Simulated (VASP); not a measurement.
Here is a VASP 6.6.1 calculation.

File INCAR:

```
SYSTEM = CaHBr
PREC = Accurate
ENCUT = 600
EDIFF = 1E-6
ISMEAR = -1
SIGMA = 0.05
LREAL = .False.
LASPH = .True.
NELM = 100
ALGO = Normal
ISIF = 3
LWAVE = .False.
LCHARG = .False.
GGA = CA
IBRION = 2
NSW = 80
EDIFFG = -0.02
```

File KPOINTS:

```
regular mesh
0
Gamma
  7 7 3
  0 0 0
```

File POSCAR:

```
CaHBr
1.0
    3.8580000000      0.0000000000      0.0000000000
    0.0000000000      3.8580000000      0.0000000000
    0.0000000000      0.0000000000      7.9110000000
Ca H Br
2 2 2
Direct
    0.0000000000      0.5000000000      0.1400000000
    0.5000000000      0.0000000000      0.8600000000
    0.0000000000      0.0000000000      0.0000000000
    0.5000000000      0.5000000000      0.0000000000
    0.0000000000      0.5000000000      0.6700000000
    0.5000000000      0.0000000000      0.3300000000
```

Potentials or basis: VASP PAW LDA potentials, release 64 (Ca_sv, H, Br).

Command:

```console
$ cat potpaw_LDA.64/Ca_sv/POTCAR potpaw_LDA.64/H/POTCAR potpaw_LDA.64/Br/POTCAR > POTCAR
$ mpirun -np 1 vasp_std > vasp.out
```

Estimate the relaxed cell.

a = 3.786 Å, b = 3.786 Å, c = 7.411 Å, α = 90.00°, β = 90.00°, γ = 90.00°.

Predict the relaxed volume.

17.71 Å³/atom.

Forces on the atoms (eV/Å):
```
Ca   0.000  0.000 -0.002
Ca   0.000  0.000  0.002
H    0.000  0.000  0.000
H    0.000  0.000  0.000
Br   0.000  0.000  0.002
Br   0.000  0.000 -0.002
```

 Zero-point motion and thermal expansion aren't in these numbers.
